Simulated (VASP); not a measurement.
Runs of VASP 6.6.1 on HfN. It takes space group Fm-3m (No. 225, cubic). The conventional cell has a = 4.525 Å, b = 4.525 Å, c = 4.525 Å, α = 90.00°, β = 90.00°, γ = 90.00°. Hf (site symmetry m-3m) has 6 N at 2.26 Å as nearest neighbours. Around N (site symmetry m-3m) lie 6 Hf at 2.26 Å. The cell was built by a generator and isn't the measured one.

```csv
level,potentials or basis,k mesh,gap on the mesh (eV),pressure (GPa)
PBE,"VASP PAW PBE potentials, release 64 (Hf_pv, N)",20 × 20 × 20,none,1.7
LDA,"VASP PAW LDA potentials, release 64 (Hf_pv, N)",20 × 20 × 20,none,-11.8
PBEsol,"VASP PAW PBE potentials, release 64 (Hf_pv, N)",20 × 20 × 20,none,-6.4
PBE,"VASP PAW PBE potentials, release 64 (Hf_pv, N)",28 × 28 × 28,none,1.7
PBE,"VASP PAW PBE potentials, release 64 (Hf_pv, N)",12 × 12 × 12,none,(a)
```

Alike in all rows: task optical spectrum; no spin polarisation; cell as given; cutoff (eV) 520; smearing fermi-dirac 0.05 eV.

**Question.** Estimate the missing entries.

**Answer.** (a) 1.6.

Caveats: the PAW data sets were made with another functional, which shifts forces and pressure a little (some runs).

A k mesh can miss the band edges, and the runs leave out spin-orbit coupling on Hf.

A gap of «none» marks a metal or a gap under the smearing width.

Not every run made on this cell is shown here.
